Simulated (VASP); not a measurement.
An input for Quantum ESPRESSO's pw.x (written as the equivalent of a VASP run, and not itself run):

```
&CONTROL
  calculation = 'scf'
  pseudo_dir = './pseudo'
  outdir = './out'
  tprnfor = .true.
  tstress = .true.
/
&SYSTEM
  ibrav = 0
  nat = 4
  ntyp = 2
  ecutwfc = 66
  occupations = 'tetrahedra'
  input_dft = 'pbe'
/
&ELECTRONS
  conv_thr = 7.3e-09
  electron_maxstep = 100
/
ATOMIC_SPECIES
  Zr 91.224 Zr.upf
  Si 28.085 Si.upf
CELL_PARAMETERS angstrom
     3.7221200    0.0000000    0.0000000
    -1.8610600    3.2234505    0.0000000
     0.0000000    0.0000000    6.8709200
ATOMIC_POSITIONS crystal
  Zr   0.0000000  0.0000000  0.0000000
  Zr   0.0000000  0.0000000  0.5000000
  Si   0.3333330  0.6666670  0.2500000
  Si   0.6666670  0.3333330  0.7500000
K_POINTS automatic
  11 11 5 0 0 0
```

Problem. Write the VASP files for the same calculation (PBE).

Solution. This is not unique; one that fits is 
**INCAR**
```
LEFG = .TRUE.
LASPH = .TRUE.   # aspherical one-centre terms
ENCUT = 400   # plane-wave cut-off (eV)
LMAXMIX = 4   # l cut-off of mixed one-centre charges
ALGO = Normal   # blocked Davidson
PREC = Accurate
EDIFF = 1E-7   # SCF stop (eV)
GGA = PE   # PBE
LCHARG = .TRUE.
NEDOS = 601   # DOS grid
SYSTEM = ZrSi
LWAVE = .FALSE.
LORBIT = 11   # lm-projected
ISMEAR = -5
LREAL = .FALSE.
NELM = 100
ISIF = 2   # forces and stress, cell fixed
```

**KPOINTS**
```
Automatic mesh
0
Gamma
11 11 5
0 0 0
```

File POSCAR:
```
ZrSi
1.0
  3.7221200457   0.0000000000   0.0000000000
 -1.8610600228   3.2234505265   0.0000000000
  0.0000000000   0.0000000000   6.8709199786
Zr Si
2 2
Cart
  0.0000000000   0.0000000000   0.0000000000
  0.0000000000   0.0000000000   3.4354599893
 -0.0000018610   2.1489680922   1.7177299946
  1.8610618839   1.0744824343   5.1531899839
```

POTCAR, in this order: Zr_sv Si (PBE.64 set). Program: vasp_std.

Limits of the translation: the potentials are each code's own (VASP's PAW set, PseudoDojo norm-conserving files in pw.x), so ENCUT and ecutwfc are chosen apart and not converted; conv_thr bounds pw.x's estimated SCF error, while EDIFF bounds the energy change between steps; the field gradients of LEFG aren't asked of the other code.

The structure was generated: ZrSi was put into the NiAs type type (P6_3/mmc), which need not be its known phase. It was relaxed first, which changed the volume by -28 %.
